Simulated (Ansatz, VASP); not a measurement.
## FeSi: VASP beside Ansatz

Wanted: the spread between two codes on one cell, functional and k mesh. The cell is taken from a series of VASP runs on this material, whose earlier steps may have relaxed, scaled or displaced it; both programs get it as it stands.

Calculated with Ansatz 0.2.0; plane waves, with VASP 6.6.1 beside it; band structure at HSE06.

## 1. The starting structure

The structure is cubic, space group P2_13 (No. 198). The conventional cell has a = 4.415 Å, b = 4.415 Å, c = 4.415 Å, α = 90.00°, β = 90.00°, γ = 90.00°. Nearest to Fe lie 7 Si at 2.26 to 2.45 Å. Nearest to Si lie 7 Fe at 2.26 to 2.45 Å. Farther neighbours are not listed.

## 2. Ansatz: band structure, HSE06

Ansatz runs on its default PAW (the set named soft_2) files.

With cell and atoms fixed, the geometry can't cause a difference; cores, projectors, grids and the points listed under the comparison can.

input.yaml

```yaml
crystal:
  lattice:
    - [4.4148076307, 0.0, 0.0]
    - [0.0, 4.4148076307, 0.0]
    - [0.0, 0.0, 4.4148076307]
  atoms:
    - { symbol: Fe, position: [0.8598900321, 0.6401099679, 0.3598900321], spin: 1.207 }
    - { symbol: Fe, position: [0.6401099679, 0.3598900321, 0.8598900321], spin: 1.207 }
    - { symbol: Fe, position: [0.3598900321, 0.8598900321, 0.6401099679], spin: 1.207 }
    - { symbol: Fe, position: [0.1401099679, 0.1401099679, 0.1401099679], spin: 1.207 }
    - { symbol: Si, position: [0.1551726265, 0.3448273735, 0.6551726265], spin: -0.087 }
    - { symbol: Si, position: [0.3448273735, 0.6551726265, 0.1551726265], spin: -0.087 }
    - { symbol: Si, position: [0.6551726265, 0.1551726265, 0.3448273735], spin: -0.087 }
    - { symbol: Si, position: [0.8448273735, 0.8448273735, 0.8448273735], spin: -0.087 }
hamiltonian:
  xc: { exchange: pbe, correlation: pbe, exx: { coeff: 0.25, omega: 0.2 } }
  pseudopotentials: { kind: paw }
magnetization:
  spin_polarized: true
kpoints:
  mp_grid: { grid: [3, 3, 3] }
  band_path:
    path:
      - [0.0, 0.0, 0.0]
      - [0.0, 0.3, 0.0]
      - [0.0, 0.5, 0.0]
      - [0.3, 0.5, 0.0]
      - [0.5, 0.5, 0.0]
      - [0.2, 0.2, 0.0]
      - [0.1, 0.1, 0.1]
      - [0.4, 0.4, 0.4]
      - [0.4, 0.5, 0.4]
      - [0.1, 0.5, 0.1]
      - [0.5, 0.5, 0.1]
      - [0.5, 0.5, 0.5]
    npoints: 1
scf:
  occupations: { method: gaussian, width: 0.05 }
  n_extra_bands: 14
output:
  forces: true
  stress: true
  eigenvalues: true
  write_density: true
  write_potential: true
  elf: true
  volumetric_format: npy
```

Started as:

```console
$ ansatz run input.yaml --threads 4 --pin off --max-ram 9216MiB --backend cpu --events-out ev --progress --plain --runs-dir out
```

Numbers of over 12 decimals in the logs are rounded to 6 here.

The program printed:

```text
Warning: output.stress: scf.convergence.dr2_threshold = 1e-7 eV (the SCF's general default) is looser than the 8e-10 eV advised for a printed stress (1e-10 eV for each atom of the cell: 8). What an SCF threshold leaves in a stress goes as its square root, and in the free energy as the threshold itself, and one threshold admits the most on a small cell: [figures from the program's tests cut] Set scf.convergence.dr2_threshold to 8e-10 eV or tighter. The threshold is an SCF's pass mark: one that does not reach it within its budget of iterations ends unconverged, or closes short of it on a stop that the run arms, and scf.convergence.dr2_threshold's page says what that costs each kind of run
Warning: output.stress: scf.exx.energy_threshold = 1e-6 eV is looser than the 8e-8 eV advised for a stress under a hybrid functional (1e-8 eV for each atom of the cell: 8). Every SCF of the exchange loop can meet its threshold on dr2 while the loop round them stops early: no threshold on dr2 bounds what that leaves in the stress. Set scf.exx.energy_threshold to 8e-8 eV or tighter. The threshold is the loop's pass mark: a loop that does not reach it within its budget of cycles ends unconverged, and scf.exx.energy_threshold's page has the law
scf.n_extra_bands = 14 over 40 filled bands (N_el = 80.0): the run solves 54 bands
Engine: ansatz 0.2.0, aarch64-unknown-linux-gnu
Pseudopotentials: kind: paw
Pseudopotential: Fe, paw, valence charge 16, recommended cutoff 420 eV (normal), Fe.paw.azcp
Pseudopotential: Si, paw, valence charge 4, recommended cutoff 420 eV (normal), Si.paw.azcp
Functional definition: unnamed
  parameter a_1 = 0.25
  parameter omega_1 = 0.2/angstrom
  exchange = pbe_x + (-a_1)*pbe_x_sr(omega_1) + a_1*exact_x_sr(omega_1)
  correlation = pbe_c
Crystal: 8 atoms, lattice volume = 86.047 Å³
Basis set: ecut = 420 eV, 1743 PW (Γ), exchange–correlation on 60×60×60 points (8 copies of the dense FFT grid, shifted against one another)
Bands: 54, of which v1, the nominal top of the filled ones, is band 40 counted from 1 (39 counted from 0)
Symmetry: 12 space group operations
Space group: P213 (ITA 198), of the structure as read, at distance tolerance 4.4e-5 Å
Magnetic group: BNS 198.9 (UNI 1511), of the structure as read, at distance tolerance 4.4e-5 Å
k-points: 4 of 27 (time reversal used)
Non-local potential: Fe, projectors of the file, l = 0: 3, l = 1: 2, l = 2: 3, l = 3: 1
Non-local potential: Si, projectors of the file, l = 0: 2, l = 1: 2, l = 2: 2
PAW form: soft (Blöchl's): semilocal exchange-correlation on the pseudo side does not see the compensation charge
PAW frozen core: Fe, regenerated for the run's functional, and the local potential with it (the file was generated under x = pbe(κ = 0.804, μ = 0.219515), c = pbe(β = 0.066725))
PAW frozen core: Si, regenerated for the run's functional, and the local potential with it (the file was generated under x = pbe(κ = 0.804, μ = 0.219515), c = pbe(β = 0.066725))
PAW one-centre angular grid: Fe, 590 points (default); XC on 64 Gauss nodes
PAW one-centre angular grid: Si, 110 points (default); XC on 64 Gauss nodes
Initial density: superposition of atomic densities (chi_scale 0.1, normalization cell)
Starting moments: Σ|m| = 5.176 μB on 8 of 8 sites
Initial wavefunctions: pseudopotential atomic-orbital guess
Functional: x = pbe(κ = 0.804, μ = 0.219515), c = pbe(β = 0.066725), warm-up for x = pbe(κ = 0.804, μ = 0.219515) + 0.25 (exact − pbe) at short range (hse, ω = 0.2 Å⁻¹), c = pbe(β = 0.066725)
iter 1 solved again at ethr=4.42e-3 eV; its pass at ethr=1.00e-1 eV (dr2=3.54e0 eV) is discarded
SCF iter   1: F=—  HF=-20470.381928 eV  |F-HF|=—  |Δ(HF+E_count)|=         —  Δρ=3.58e-2 (↑2.99e-2 ↓3.58e-2)  dr2=3.52e0  dr2_m=2.96e-1  M=3.219 μB ∫|m|=3.848 μB  β_m=0.30  ethr=4.42e-3  ⟨swp⟩=3.0  Hψ=2183  notcnv=0
preconditioner: auto → none  [insulator: Δε(μ)=0.084 eV  Ē_g=7.780 eV  σ=0.050 eV  W_gap=0.68  n_scr=26 (ndim 8)  ℏωp=27.7 eV  f_vac=0.000  D(μ)=10.51/eV (n_scr^D=146)]
SCF iter   2: F=—  HF=-20469.657174 eV  |F-HF|=—  |Δ(HF+E_count)|=   7.25e-1  Δρ=4.39e-2 (↑4.39e-2 ↓2.80e-2)  dr2=2.42e0  dr2_m=1.08e-1  M=3.365 μB ∫|m|=4.005 μB  β_m=0.30  ethr=4.41e-3  ⟨swp⟩=3.4  Hψ=991  notcnv=0
SCF iter   3: F=—  HF=-20469.350949 eV  |F-HF|=—  |Δ(HF+E_count)|=   3.06e-1  Δρ=2.10e-2 (↑1.15e-2 ↓2.10e-2)  dr2=7.62e-1  dr2_m=8.95e-2  M=3.193 μB ∫|m|=3.858 μB  β_m=0.30  ethr=3.02e-3  ⟨swp⟩=3.0  Hψ=1000  notcnv=0
iter 4 solved again at ethr=2.22e-5 eV; its pass at ethr=9.52e-4 eV (dr2=1.78e-2 eV) is discarded
SCF iter   4: F=—  HF=-20469.118361 eV  |F-HF|=—  |Δ(HF+E_count)|=   2.33e-1  Δρ=7.45e-3 (↑7.45e-3 ↓6.73e-3)  dr2=2.06e-2  dr2_m=3.21e-2  M=3.255 μB ∫|m|=3.922 μB  β_m=0.30  ethr=2.22e-5  ⟨swp⟩=5.0  Hψ=2135  notcnv=0  defer=3
SCF iter   5: F=—  HF=-20469.116401 eV  |F-HF|=—  |Δ(HF+E_count)|=   1.96e-3  Δρ=6.52e-3 (↑6.52e-3 ↓5.88e-3)  dr2=1.26e-3  dr2_m=2.97e-2  M=3.168 μB ∫|m|=3.851 μB  β_m=0.30  ethr=2.22e-5  ⟨swp⟩=3.0  Hψ=1039  notcnv=0
SCF iter   6: F=—  HF=-20469.122695 eV  |F-HF|=—  |Δ(HF+E_count)|=   6.29e-3  Δρ=5.77e-3 (↑5.14e-3 ↓5.77e-3)  dr2=6.75e-4  dr2_m=2.31e-2  M=3.117 μB ∫|m|=3.804 μB  β_m=0.30  ethr=1.58e-6  ⟨swp⟩=3.5  Hψ=912  notcnv=0
[...]
SCF iter   4: F=—  HF=-20461.451938 eV  |F-HF|=—  |Δ(HF+E_count)|=   3.15e-8  Δρ=8.09e-6 (↑2.16e-6 ↓8.09e-6)  dr2=1.54e-8  dr2_m=1.86e-8  M=4.667 μB ∫|m|=7.476 μB  β_m=0.71  ethr=5.92e-11  ⟨swp⟩=4.0  Hψ=941  notcnv=0
SCF iter   5: F=—  HF=-20461.451938 eV  |F-HF|=—  |Δ(HF+E_count)|=   7.16e-8  Δρ=4.30e-6 (↑2.46e-6 ↓4.30e-6)  dr2=2.05e-8  dr2_m=4.76e-9  M=4.667 μB ∫|m|=7.476 μB  β_m=0.84  ethr=8.49e-12  ⟨swp⟩=4.6  Hψ=1238  notcnv=0
SCF iter   6: F=—  HF=-20461.451938 eV  |F-HF|=—  |Δ(HF+E_count)|=   2.82e-8  Δρ=1.72e-6 (↑1.72e-6 ↓1.28e-6)  dr2=4.31e-9  dr2_m=7.88e-10  M=4.667 μB ∫|m|=7.476 μB  β_m=0.92  ethr=8.49e-12  ⟨swp⟩=4.6  Hψ=1243  notcnv=0
SCF iter   7: F=—  HF=-20461.451938 eV  |F-HF|=—  |Δ(HF+E_count)|=   5.53e-9  Δρ=9.45e-7 (↑8.54e-7 ↓9.45e-7)  dr2=2.53e-9  dr2_m=8.26e-11  M=4.667 μB ∫|m|=7.476 μB  β_m=0.94  ethr=4.49e-12  ⟨swp⟩=4.5  Hψ=1088  notcnv=0
SCF iter   8: F=—  HF=-20461.451938 eV  |F-HF|=—  |Δ(HF+E_count)|=  4.33e-10  Δρ=4.64e-7 (↑4.21e-7 ↓4.64e-7)  dr2=5.42e-10  dr2_m=2.53e-11  M=4.667 μB ∫|m|=7.476 μB  β_m=0.97  ethr=2.99e-12  ⟨swp⟩=3.9  Hψ=778  notcnv=0
SCF iter   9: F=-20461.451938 eV  HF=-20461.451938 eV  |F-HF|=2.55e-11  |Δ(HF+E_count)|=  2.55e-10  Δρ=1.60e-7 (↑1.09e-7 ↓1.60e-7)  dr2=3.29e-11  dr2_m=8.40e-12  M=4.667 μB ∫|m|=7.476 μB  ethr=1.97e-12 (applied; sched 1.00e-12)  ⟨swp⟩=3.4  Hψ=847  notcnv=0
SCF 8 converged in 9 iterations: F = -20461.451938 eV  dr2 = 3.29e-11
  Residual-converged pass: ⟨swp⟩=3.2  Hψ=1059  notcnv=0  max |occ|·‖R‖ = 2.1e-7 eV (tolerance 2.7e-7 eV)  dr2=3.24e-11  dr2_m=8.99e-12  dr2_onsite=1.10e-11  max |Δocc| = 2.4e-13
hybrid outer 7: dexx = +3.397e-6 eV, tail = 1.10e-8 eV, magnetization grown 1.0150 times (not accepted), Δε = 6.58e-4 eV (about 4.51e-5 eV left of the loop's levels), ΔF = 4.04e-4 eV/Å (tail 2.09e-4)
Exchange kernel: α = 0.2500, screened, ω = 0.2000 Å⁻¹, Wigner–Seitz truncation, v(0) = 1076.5347 eV·Å³, q-mesh 3×3×3, nearest image of the exchange supercell L = 13.24 Å, pair-density grid 24×24×24, without the augmentation charges, whose exchange is taken in its separable form by FFT convolution over the k-point mesh (sized by the pseudopotential files, 30×30×30 at the most), smooth part of the exact exchange by density-matrix convolution
Frozen-core exchange: fock
SCF iter   1: F=—  HF=-20461.451938 eV  |F-HF|=—  |Δ(HF+E_count)|=         —  Δρ=4.98e-7 (↑2.48e-7 ↓4.98e-7)  dr2=1.20e-10  dr2_m=7.55e-11  M=4.667 μB ∫|m|=7.476 μB  β_m=0.30  ethr=4.10e-11  ⟨swp⟩=6.0  Hψ=1138  notcnv=0
SCF iter   2: F=-20461.451938 eV  HF=-20461.451938 eV  |F-HF|=3.64e-12  |Δ(HF+E_count)|=  1.09e-10  Δρ=3.76e-7 (↑1.74e-7 ↓3.76e-7)  dr2=4.08e-11  dr2_m=4.83e-11  M=4.667 μB ∫|m|=7.476 μB  ethr=1.66e-12 (applied; sched 1.00e-12)  ⟨swp⟩=2.0  Hψ=751  notcnv=0
SCF 9 converged in 2 iterations: F = -20461.451938 eV  dr2 = 4.08e-11
  Residual-converged pass: ⟨swp⟩=3.2  Hψ=1068  notcnv=0  max |occ|·‖R‖ = 2.2e-7 eV (tolerance 2.7e-7 eV)  dr2=4.88e-11  dr2_m=5.19e-11  dr2_onsite=2.42e-11  max |Δocc| = 2.1e-14
hybrid outer 8: dexx = +1.179e-10 eV, tail = 3.67e-10 eV, Δε = 1.00e-5 eV (about 6.15e-6 eV left of the loop's levels), ΔF = 1.09e-5 eV/Å (tail 1.52e-5)
NSCF: frozen V_eff on 12 k-points
this state was not tested for a lower state beside it, because the functional holds exact exchange (a hybrid, or Hartree-Fock), whose exchange loop this test does not read (fock_operator); the stability check (scf.self_checks: high) cannot read this state: a pseudopotential is PAW: the check reads norm-conserving sets alone
hybrid SCF converged: 8 outer / 62 inner (+100 warm-up), last move |dexx| = 1.18e-10 eV, tail = 3.67e-10 eV
Magnetization: 4.6671 μB (42.3336 up, 37.6664 down)
Absolute magnetization: 7.4772 μB (∫|ρ↑−ρ↓|, with the PAW one-centre terms)
Spin contamination: 0.5330 ħ² per cell (⟨S²⟩ above its minimum at these occupations)
Per-site moments (μB) at R_I (Å): [(1.499940, 0.931396), (1.499940, 0.931396), (1.499940, 0.931396), (1.499940, 0.931396), (-0.134198, 0.931396), (-0.134198, 0.931396), (-0.134198, 0.931396), (-0.134198, 0.931396)]
Free energy (F): -20461.451938 eV
Frozen-core exchange: fock
Harris-Foulkes:  -20461.451938 eV  (|F-HF|=3.64e-12)
Internal energy: -20461.451879 eV  (E = F + TS)
E sigma→0 (E₀):  -20461.451908 eV
Entropy (-TS):   -0.000060 eV (-0.007 meV/atom)
Fermi energy:    17.413741 eV
--- Per-component energies (eV) ---
  E_band       = -959.548410
  E_kinetic    = 1620.995136
  E_local      = -10409.691639  (includes V_loc(G=0)·N_el)
  E_nonlocal   = 959.817853
  E_hartree    = 4552.343368
  E_xc         = -572.404735
  E_vxc        = -654.518520  (∫ρ·V_xc dr)
  E_exx        = -319.183823  (= α·E_x^exact, valence–valence)
  E_paw        = -7332.383405  (= ΣΔE_a)
  E_vpaw       = -942.474652  (= ΣTr[D̂ρ^β])
  E_aug_tail   = 0.003668  (compensation charges beyond the density's cutoff)
  E_ewald      = -8959.896588
  E_core_change = -1.051714  (= ΣΔE_core)
  E_smearing   = -0.000060  (= −TS)
  E_closure    = -0.000001  (closes the sum)
  Σ components = -20461.451938   (vs F -20461.451938, Δ=3.64e-12)
--- Forces (eV/Å), atoms counted from 1 ---
  atom   1  Fe     0.15369962    -0.15369962     0.15369962
  atom   2  Fe    -0.15369962     0.15369962     0.15369962
  atom   3  Fe     0.15369962     0.15369962    -0.15369962
  atom   4  Fe    -0.15369962    -0.15369962    -0.15369962
  atom   5  Si    -0.00695602     0.00695602    -0.00695602
  atom   6  Si     0.00695602    -0.00695602    -0.00695602
  atom   7  Si    -0.00695602    -0.00695602     0.00695602
  atom   8  Si     0.00695602     0.00695602     0.00695602
  max |Σ_I F_I| component: 1.67e-16 eV/Å
--- Stress (GPa, compression-positive) ---
        2.606192      -0.000000       0.000000
       -0.000000       2.606192      -0.000000
        0.000000      -0.000000       2.606192
  P = ⅓ Tr σ = 2.6062 GPa (26.062 kbar)
--- Band table (eV; the first three rows and the last of 8) ---
  k-point 0 ↑: bands = [... 36 lower, 14.8278, 15.0960, 15.0960, 15.0960, 16.1382, 16.1382, 16.1382, 20.3235, ... 10 higher]
  k-point 1 ↑: bands = [... 36 lower, 14.6290, 14.6473, 15.0509, 15.0936, 15.7216, 15.8739, 17.8881, 18.6229, ... 10 higher]
  k-point 2 ↑: bands = [... 36 lower, 14.3678, 14.4932, 14.7691, 15.1126, 15.4341, 16.0482, 17.6720, 18.5297, ... 10 higher]
  k-point 3 ↓: bands = [... 36 lower, 16.7788, 17.2361, 17.5512, 17.8296, 19.4644, 19.5125, 20.0289, 20.2439, ... 10 higher]
```

Elapsed: 6.3 min, on 4 threads of Arm Neoverse N1, shared host; peak memory 0.84 GiB; 18 min of CPU time.

Reading the cycles: dr2 is the Hartree energy of the density residual (eV), the measure of convergence; HF is the Harris–Foulkes estimate of the energy, which meets the free energy F at convergence.

[end of part 1 of 2]

[Lines on the potential files, build, host, timing and source positions are cut from VASP's logs without a mark.]

[Logs are printed without paths, hosts, clocks, repeated set-up lines and the standing remarks that a program may print on its own settings, such as how far it seeks lower states.]

[Hosts, paths, dates, database ids (printed as entryN), source tags and the programs' standing remarks are cut or masked in the printed files.]
